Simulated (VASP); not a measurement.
A VASP calculation is set up with these files.

**INCAR**
```
! general
SYSTEM  =SrO
PREC    =Accurate
ENCUT   =400
LREAL   =.FALSE.   ! projection in real space or not
LASPH   =.TRUE.
ISYM    =3

! electronic loop
EDIFF   =1E-6
NELM    =100
ALGO    =Normal   ! blocked Davidson
LMAXMIX =4

! smearing
ISMEAR  =0   ! Gaussian
SIGMA   =0.01   ! width (eV)

! functional
GGA     =PE   ! PBE
LHFCALC =.TRUE.
AEXX    =0.25
HFRCUT  =-1
PRECFOCK=Fast

! ions
ISIF    =2   ! forces and stress, cell fixed

! output
LWAVE   =.FALSE.
LCHARG  =.FALSE.
```

**POSCAR**
```
SrO
1
    0.0000000000     2.5582060000     2.5582060000
    2.5582060000     0.0000000000     2.5582060000
    2.5582060000     2.5582060000     0.0000000000
Sr O
1 1
Direct
  0.5000000000   0.5000000000   0.5000000000
  0.0000000000   0.0000000000   0.0000000000
```

**KPOINTS**
```
Automatic mesh
0
Gamma
8 8 8
0 0 0
```

POTCAR, in this order: Sr_sv O (PBE.64 set). Program: vasp_std.

Problem. Write an equivalent input for Ansatz.

Solution. One equivalent input (not run):
Ansatz 0.2 input:
```yaml
crystal:
  lattice:
    - [0.0000000, 2.5582060, 2.5582060]
    - [2.5582060, 0.0000000, 2.5582060]
    - [2.5582060, 2.5582060, 0.0000000]
  atoms:
    - { symbol: Sr, position: [0.5000000, 0.5000000, 0.5000000] }
    - { symbol: O, position: [0.0000000, 0.0000000, 0.0000000] }
kpoints:
  mp_grid: { grid: [8, 8, 8] }
hamiltonian:
  xc: pbe0
  pseudopotentials: { kind: paw }
scf:
  occupations: { method: gaussian, width: 0.01 }
  max_iter: 100
output: { forces: true, stress: true, eigenvalues: true }
```
The two are equivalent in intent, not identical: each code has its own PAW files, so the cut-off isn't converted (ENCUT is set for VASP's; basis.ecutwfc is left out, and Ansatz then takes the one that its files recommend); Ansatz stops its SCF on the density residual and VASP on the energy change (EDIFF).

The structure comes from a computed database's SrO entry; how it stands against other phases isn't given here. The cell was not relaxed at this level.
